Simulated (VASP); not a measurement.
# LiAl32 (a cell with a defect) in VASP: a series of runs, part 2 of 2

VASP 6.6.1. Earlier steps stand in the parts before.

## 3. Single point, PBE

Input file INCAR:

```
  PREC = Accurate
  ENCUT = 520
  EDIFF = 1E-6
  ISMEAR = 0
  SIGMA = 0.05
  LREAL = Auto
  LASPH = True
  NELM = 100
  ALGO = Fast
  ISIF = 2
  LWAVE = False
  LCHARG = True
  GGA = PE
  LELF = True
  LVHAR = True
  NBANDS = 72
```

Input file KPOINTS:

```
regular mesh
0
Gamma
  2 2 2
```

Input file POSCAR:

```
LiAl32
1.0
    8.1000000000      0.0000000000      0.0000000000
    0.0000000000      8.1000000000      0.0000000000
    0.0000000000      0.0000000000      8.1000000000
Al Li
32 1
Direct
    0.5000335802     -0.0001454321     -0.0065816049
    0.7451604938      0.2535274074     -0.0036472840
    0.7216469136      0.0090992593      0.2410222222
    0.0000120988      0.0010577778     -0.0030511111
    0.2548579012      0.2535295062     -0.0036495062
    0.4999975309      0.4996475309     -0.0060371605
    0.7462482716      0.7468395062     -0.0020200000
    0.2785514815      0.0091423457      0.2409792593
    0.5000338272      0.2564583951      0.2500562963
    0.7361107407      0.4895808642      0.2473480247
    0.5000422222      0.0040001235      0.5068748148
    0.7459885185      0.2521717284      0.5032733333
    0.7363345679      0.0026076543      0.7602308642
    0.0000137037      0.4884955556     -0.0175243210
    0.2537400000      0.7468604938     -0.0019575309
    0.0000127160      0.2527987654      0.2490743210
    0.2638797531      0.4896107407      0.2473453086
    0.5000420988      0.7431787654      0.2459319753
   -0.0000614815      0.0242017284      0.5718390123
    0.2540000000      0.2521100000      0.5032528395
    0.4999998765      0.5046450617      0.5013718519
    0.7594788889      0.7580893827      0.4918416049
    0.2636558025      0.0026107407      0.7602011111
    0.4999976543      0.2559781481      0.7503903704
    0.7450803704      0.5038761728      0.7462033333
   -0.0000609877      0.6772029630      0.2261369136
    0.0000090123      0.4976160494      0.5060371605
    0.2405982716      0.7580941975      0.4918367901
    0.0000135802      0.2672145679      0.7614707407
    0.2549314815      0.5038818519      0.7461977778
    0.4999996296      0.7486966667      0.7454795062
    0.0000090123      0.7442991358      0.7521181481
    0.0001644444      0.9422048148      0.3070756790
```

Potentials or basis: VASP PAW PBE potentials, release 64 (Al, Li_sv).

On the command line:

```sh
$ cat potpaw_PBE.64/Al/POTCAR potpaw_PBE.64/Li_sv/POTCAR > POTCAR
$ mpirun -np 1 vasp_std > vasp.out
```

It took 4.7 min on 1 thread of Intel Xeon 6975P-C (Granite Rapids), shared host; peak memory 0.57 GiB.

It converged, with:

| Quantity | Value |
| --- | --- |
| Free energy | -119.7846 eV |
| Largest force | 0.252 eV/Å |
| Band gap on the k mesh | none (metal or under the smearing width) |

Forces on the atoms (eV/Å):
```
Al   0.000 -0.013 -0.031
Al   0.014  0.007 -0.006
Al  -0.045  0.013 -0.013
Al   0.000  0.012 -0.075
Al  -0.013  0.008 -0.006
Al   0.000  0.001 -0.001
Al   0.018 -0.003  0.035
Al   0.045  0.013 -0.013
Al   0.001  0.032  0.014
Al   0.005  0.009  0.016
Al   0.000 -0.001  0.012
Al   0.020 -0.035  0.002
Al   0.005 -0.016 -0.009
Al   0.000  0.011  0.025
Al  -0.018 -0.004  0.034
Al   0.000  0.077 -0.012
Al  -0.005  0.008  0.016
Al   0.000 -0.012  0.001
Al   0.001 -0.130  0.039
Al  -0.019 -0.035  0.003
Al   0.000  0.007 -0.015
Al   0.053  0.024 -0.025
Al  -0.005 -0.016 -0.008
Al   0.000  0.001  0.000
Al   0.011  0.014 -0.015
Al   0.000 -0.039  0.130
Al   0.000 -0.079  0.059
Al  -0.054  0.024 -0.025
Al   0.000 -0.026 -0.009
Al  -0.011  0.014 -0.015
Al   0.000  0.014 -0.008
Al   0.000 -0.060  0.082
Li   0.000  0.176 -0.180
```

Levels at points of the mesh, in eV from the Fermi level:
| k point | band 47 | band 48 | band 49 | band 50 | band 51 | band 52 |
| --- | --- | --- | --- | --- | --- | --- |
| (0.00, 0.00, 0.00) | 0.14 | 0.16 | 0.50 | 0.54 | 0.56 | 0.68 |
| (0.50, 0.00, 0.00) | -0.21 | -0.15 | -0.08 | -0.01 | 0.11 | 0.20 |
| (0.00, 0.50, 0.00) | -0.21 | -0.21 | -0.11 | 0.02 | 0.05 | 0.16 |
| (0.00, 0.00, 0.50) | -0.21 | -0.21 | -0.11 | 0.02 | 0.05 | 0.16 |
| (0.50, 0.50, 0.00) | -0.26 | -0.17 | -0.11 | 0.82 | 0.89 | 0.99 |
| (0.00, 0.50, 0.50) | -0.23 | -0.16 | 0.15 | 0.88 | 0.90 | 1.00 |
| (0.50, 0.00, 0.50) | -0.26 | -0.17 | -0.12 | 0.82 | 0.89 | 0.99 |
| (0.50, 0.50, 0.50) | -0.52 | -0.49 | -0.47 | -0.43 | -0.39 | -0.38 |

Caveat: the k mesh is coarse (spacing up to 0.39 Å⁻¹), so the values aren't converged.

## 4. Single point, PBE

Input file INCAR:

```
  ALGO = Fast
  EDIFF = 1E-7
  ENCUT = 520
  GGA = PE
  ISIF = 2
  ISMEAR = 0
  LASPH = True
  LCHARG = False
  LREAL = Auto
  LWAVE = False
  NBANDS = 72
  NELM = 100
  PREC = Accurate
  SIGMA = 0.05
```

Input file KPOINTS:

```
k-points
0
Gamma
  2 2 2
```

Input file POSCAR:

```
LiAl32
1.0
    8.1000000000      0.0000000000      0.0000000000
    0.0000000000      8.1000000000      0.0000000000
    0.0000000000      0.0000000000      8.1000000000
Al Li
32 1
Direct
    0.5000443210     -0.0000102469     -0.0127079012
    0.7507370370      0.2492629630      0.0006002469
    0.7062653086      0.0000379012      0.2503372840
   -0.0000403704      0.0000403704     -0.0450116049
    0.2492440741      0.2492151852      0.0006471605
    0.4999886420      0.5000113580     -0.0032128395
    0.7507848148      0.7507559259      0.0006471605
    0.2939885185      0.0000383951      0.2503416049
    0.5000448148      0.2627151852      0.2499065432
    0.7372848148      0.4999551852      0.2499065432
    0.5000451852     -0.0000106173      0.5127138272
    0.7503383951      0.2496616049      0.4995500000
    0.7372728395     -0.0000104938      0.7496016049
    0.0000102469      0.4999556790     -0.0127079012
    0.2491959259      0.7508040741      0.0006946914
   -0.0000379012      0.2937346914      0.2503372840
    0.2627145679      0.4999553086      0.2499069136
    0.5000446914      0.7372854321      0.2499069136
   -0.0000360494      0.0000360494      0.5427544444
    0.2496464198      0.2496190123      0.4995067901
    0.4999906173      0.5000093827      0.5031864198
    0.7503809877      0.7503535802      0.4995067901
    0.2627264198     -0.0000104938      0.7496024691
    0.4999896296      0.2532033333      0.7500919753
    0.7467966667      0.5000103704      0.7500919753
   -0.0000383951      0.7060114815      0.2503416049
    0.0000106173      0.4999548148      0.5127138272
    0.2496034568      0.7503965432      0.4994629630
    0.0000104938      0.2627271605      0.7496016049
    0.2532064198      0.5000104938      0.7500940741
    0.4999895062      0.7467935802      0.7500940741
    0.0000104938      0.7372735802      0.7496024691
    0.0001677778      0.9998322222      0.2485066667
```

On the command line:

```sh
$ cat potpaw_PBE.64/Al/POTCAR potpaw_PBE.64/Li_sv/POTCAR > POTCAR
$ mpirun -np 1 vasp_std > vasp.out
```

Wall time 3.3 min (1 thread of Intel Xeon 6975P-C (Granite Rapids), shared host); peak memory 0.54 GiB.

Results (log left out):

```yaml
Free_energy: -119.8783 eV
Largest_force: 0.023 eV/Å
Band_gap_on_the_k_mesh: none (metal or under the smearing width)
```

Forces on the atoms (eV/Å):
```
Al   0.000  0.000  0.005
Al   0.011 -0.011  0.011
Al  -0.005  0.001  0.000
Al   0.001 -0.001 -0.003
Al  -0.010 -0.010  0.010
Al   0.000  0.000 -0.022
Al   0.010  0.010  0.010
Al   0.006  0.000  0.001
Al   0.000 -0.005  0.000
Al   0.005  0.000  0.000
Al   0.000  0.000 -0.005
Al   0.009 -0.009 -0.011
Al   0.004  0.000  0.000
Al   0.000  0.000  0.005
Al  -0.010  0.010  0.010
Al  -0.001  0.005  0.000
Al  -0.005  0.000  0.000
Al   0.000  0.005  0.000
Al   0.000  0.000  0.005
Al  -0.009 -0.010 -0.011
Al   0.000  0.000  0.023
Al   0.010  0.009 -0.011
Al  -0.004  0.000  0.000
Al   0.000  0.022 -0.001
Al  -0.022  0.000 -0.001
Al   0.000 -0.006  0.001
Al   0.000  0.000 -0.005
Al  -0.010  0.010 -0.012
Al   0.000 -0.004  0.000
Al   0.022  0.000 -0.001
Al   0.000 -0.022 -0.001
Al   0.000  0.004  0.000
Li   0.000  0.000  0.004
```

Levels at points of the mesh, in eV from the Fermi level:
```
           k point  band 47  band 48  band 49  band 50  band 51  band 52
(0.00, 0.00, 0.00)     0.07     0.07     0.56     0.56     0.56     1.09
(0.50, 0.00, 0.00)    -0.24    -0.23    -0.14    -0.03    -0.03     0.04
(0.00, 0.00, 0.50)    -0.24    -0.23    -0.14    -0.03    -0.03     0.04
(0.50, 0.50, 0.00)    -0.26    -0.24     0.09     0.80     0.80     0.92
(0.00, 0.50, 0.50)    -0.26    -0.24     0.09     0.80     0.80     0.92
(0.50, 0.50, 0.50)    -0.59    -0.56    -0.56    -0.56    -0.46    -0.43
```

Caveat: the k mesh is coarse (spacing up to 0.39 Å⁻¹), so the values aren't converged.
